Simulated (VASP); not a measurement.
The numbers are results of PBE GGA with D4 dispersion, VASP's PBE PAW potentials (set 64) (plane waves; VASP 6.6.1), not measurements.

The input files of a VASP run:

KPOINTS:
```
kpoints
0
G
 12 12 12
0 0 0
```

File POSCAR:
```
RuAl
1
    3.0364498368     0.0000000000     0.0000000000
    0.0000000000     3.0364498368     0.0000000000
    0.0000000000     0.0000000000     3.0364498368
Al Ru
1 1
Direct
  0.5000000000   0.5000000000   0.5000000000
  0.0000000000   0.0000000000   0.0000000000
```

**INCAR**
```
ALGO  =  Normal
EDIFF  =  1E-7
ENCUT  =  520
GGA  =  PE
ISIF  =  2
ISMEAR  =  1
IVDW  =  13
LASPH  =  .True.
LCHARG  =  .False.
LMAXMIX  =  4
LREAL  =  .False.
LWAVE  =  .False.
NELM  =  100
PREC  =  Accurate
SIGMA  =  0.1
SYSTEM  =  RuAl
```

POTCAR, in this order: Al Ru_pv (PBE.64 set). Program: vasp_std.

What VASP printed:

File OUTCAR:
```
 ion  position               nearest neighbor table
   1  0.500  0.500  0.500-   2 2.63   2 2.63   2 2.63   2 2.63   2 2.63   2 2.63   2 2.63   2 2.63
  LATTYP: Found a simple cubic cell.
 ALAT       =     3.0364498368
 Subroutine PRICEL returns:
 Original cell was already a primitive cell.
 Subroutine GETGRP returns: Found 48 space group operations
The static configuration has the point symmetry O_h .
The dynamic configuration has the point symmetry O_h .
 Subroutine INISYM returns: Found 48 space group operations
 Subroutine IBZKPT returns following result:
 Found     84 irreducible k-points:

 Following reciprocal coordinates:
            Coordinates               Weight
  0.000000  0.000000  0.000000      1.000000
  0.083333  0.000000  0.000000      6.000000
  0.166667  0.000000  0.000000      6.000000
  0.250000  0.000000  0.000000      6.000000
  0.333333  0.000000  0.000000      6.000000
  0.416667  0.000000  0.000000      6.000000
  0.500000  0.000000  0.000000      3.000000
  0.083333  0.083333  0.000000     12.000000
  0.166667  0.083333  0.000000     24.000000
  0.250000  0.083333  0.000000     24.000000
...
```

### OSZICAR
```
       N       E                     dE             d eps       ncg     rms          rms(c)
DAV:   1     0.111398025589E+03    0.11140E+03   -0.94293E+03  2032   0.132E+03
DAV:   2    -0.126086169343E+02   -0.12401E+03   -0.11966E+03  2192   0.343E+02
DAV:   3    -0.148843766896E+02   -0.22758E+01   -0.22116E+01  2400   0.477E+01
DAV:   4    -0.149084000500E+02   -0.24023E-01   -0.24012E-01  2292   0.490E+00
DAV:   5    -0.149090232560E+02   -0.62321E-03   -0.62319E-03  2472   0.714E-01    0.111E+01
DAV:   6    -0.143497571676E+02    0.55927E+00   -0.37700E+00  2140   0.219E+01    0.236E+00
DAV:   7    -0.142636452042E+02    0.86112E-01   -0.33302E-01  2132   0.678E+00    0.186E+00
DAV:   8    -0.142471047933E+02    0.16540E-01   -0.20825E-02  2164   0.143E+00    0.202E-01
DAV:   9    -0.142469596714E+02    0.14512E-03   -0.28721E-04  2404   0.159E-01    0.125E-01
DAV:  10    -0.142469547981E+02    0.48733E-05   -0.38174E-05  2508   0.837E-02    0.721E-03
DAV:  11    -0.142469535617E+02    0.12364E-05   -0.21172E-06  2332   0.188E-02    0.459E-03
DAV:  12    -0.142469529187E+02    0.64302E-06   -0.94656E-08  1320   0.291E-03    0.256E-04
DAV:  13    -0.142469529310E+02   -0.12293E-07   -0.95168E-09  1060   0.851E-04
   1 F= -.15154502E+02 E0= -.15154410E+02  d E =-.276023E-03
```

**OUTCAR**
```
------------------------ aborting loop because EDIFF is reached ----------------------------------------
  Edisp (eV):   -0.90755
  FORCE on cell =-STRESS in cart. coord.  units (eV):
  Direction    XX          YY          ZZ          XY          YZ          ZX
  --------------------------------------------------------------------------------------
  Total      -1.97576    -1.97576    -1.97576     0.00000     0.00000    -0.00000
  in kB    -113.06993  -113.06993  -113.06993     0.00000     0.00000    -0.00000
  external pressure =     -113.07 kB  Pullay stress =        0.00 kB
  volume of cell :       28.00
      direct lattice vectors                 reciprocal lattice vectors
     3.036449837  0.000000000  0.000000000     0.329331968  0.000000000  0.000000000
     0.000000000  3.036449837  0.000000000     0.000000000  0.329331968  0.000000000
     0.000000000  0.000000000  3.036449837     0.000000000  0.000000000  0.329331968
 POSITION                                       TOTAL-FORCE (eV/Angst)
 -----------------------------------------------------------------------------------
      1.51822      1.51822      1.51822         0.000000      0.000000      0.000000
      0.00000      0.00000      0.00000         0.000000      0.000000      0.000000
 -----------------------------------------------------------------------------------
    total drift:                                0.000000      0.000000      0.000000
  FREE ENERGIE OF THE ION-ELECTRON SYSTEM (eV)
  ---------------------------------------------------
  free  energy   TOTEN  =       -15.1545019588 eV

  energy  without entropy=      -15.1542259353  energy(sigma->0) =      -15.15440995
```
(Selected blocks of OUTCAR.)

The compound is RuAl in the CsCl type structure. This cell is one point of a volume scan, at 1.06 of the reference volume. The electron count is odd and the run is not spin-polarised, which forces a metal.
